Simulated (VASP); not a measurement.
Here is the system:

```
ZnSe
1.0
    0.00000     2.86715     2.86715
    2.86715     0.00000     2.86715
    2.86715     2.86715     0.00000
Zn Se
1 1
Direct
  0.00000   0.00000   0.00000
  0.25000   0.25000   0.25000
```

These are PBE GGA, VASP's PBE PAW potentials (set 64) (plane waves; VASP) values and carry that method's errors. Settings: 400 eV cut-off, 9×9×9 Γ-centred mesh, tetrahedra with Blöchl corrections, potentials Zn Se.

**Question.** The job: ZnSe (zinc blende), 2 atoms, PBE, static run, 400 eV, 9×9×9 Γ-centred mesh. Roughly how much core time does it take on a busy server core?

**Answer.** About 8 core-seconds (one run on a shared machine, a rough figure). It had 35 irreducible k-points, 13 bands, up to 881 plane waves and 13 electronic steps.

The compound is ZnSe in the zinc blende structure. It was relaxed first.
